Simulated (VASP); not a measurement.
```xyz
3
Lattice="0.0000 3.7693 3.7693 3.7693 0.0000 3.7693 3.7693 3.7693 0.0000" Properties=species:S:1:pos:R:3 pbc="T T T"
Hg     3.7693     7.5386     3.7693
I      1.8847     1.8847     1.8847
I      5.6540     5.6540     5.6540
```

The numbers are results of PBEsol GGA, VASP's PBE PAW potentials (set 64) (plane waves; VASP), not measurements. Run with 400 eV cut-off, Gaussian smearing of 0.050 eV, potentials Hg I.

Question: Give the energies of bands 3 to 16 at the high-symmetry points, in eV from the Fermi level.

Answer: 
| band | Γ | X | U | L | W |
|---|---|---|---|---|---|
| 3 | -6.52 | -6.35 | -6.33 | -6.42 | -6.30 |
| 4 | -6.52 | -6.30 | -6.29 | -6.42 | -6.26 |
| 5 | -6.52 | -6.30 | -6.24 | -6.18 | -6.21 |
| 6 | -6.19 | -6.16 | -6.18 | -6.18 | -6.20 |
| 7 | -6.19 | -6.01 | -6.14 | -6.12 | -6.20 |
| 8 | -2.07 | -5.30 | -5.24 | -4.29 | -5.32 |
| 9 | -2.07 | -3.58 | -3.30 | -2.40 | -3.73 |
| 10 | -2.07 | -3.58 | -3.27 | -2.35 | -2.12 |
| 11 | -1.86 | -0.12 | -0.97 | -2.35 | -2.12 |
| 12 | -0.99 | -0.06 | -0.51 | -1.52 | -0.10 |
| 13 | -0.99 | -0.06 | 0.02 | -1.52 | 0.13 |
| 14 | -0.99 | 0.08 | 0.32 | 1.12 | 0.37 |
| 15 | 3.29 | 4.21 | 5.28 | 5.26 | 4.74 |
| 16 | 3.29 | 6.37 | 5.36 | 5.26 | 5.64 |

It has no gap at this level: it comes out as a metal or semimetal.

The structure was generated: HgI2 was put into the fluorite type (Fm-3m), which need not be its known phase. It was relaxed first, which changed the volume by +17 %.
